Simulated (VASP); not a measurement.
Here is the system:

```yaml
crystal:
  lattice:
    - [4.52802, 0.00000, 0.00000]
    - [-2.26401, 3.92138, 0.00000]
    - [0.00000, 0.00000, 5.47290]
  atoms:
    - { symbol: Sn, position: [0.33333, 0.66667, 0.25000] }
    - { symbol: Sn, position: [0.66667, 0.33333, 0.75000] }
    - { symbol: Si, position: [0.33333, 0.66667, 0.75000] }
    - { symbol: Si, position: [0.66667, 0.33333, 0.25000] }
```

These are PBEsol GGA, VASP's PBE PAW potentials (set 64) (plane waves; VASP 6.6.1) values and carry that method's errors. Run with 480 eV cut-off, 8×8×6 Γ-centred mesh, first-order Methfessel-Paxton smearing of 0.10 eV, potentials Sn_d Si.

Unless said otherwise, spin-orbit coupling is left out, though it shifts the bands of the heavy elements here.

Estimate the energy per atom (σ→0), pressure, band gap (on the k-mesh) with the smallest direct gap where there is one.

```yaml
band gap (on the k-mesh): none (metal, semimetal or under 0.01 eV)
energy per atom (σ→0): -441.5 kJ/mol of atoms
pressure: 50.0 kbar
```

Only differences to runs with the same potentials and settings are physical.

The structure was generated: SiSn was put into the h-BN type (P6_3/mmc), which need not be its known phase. It was relaxed first under an external pressure of 5 GPa.
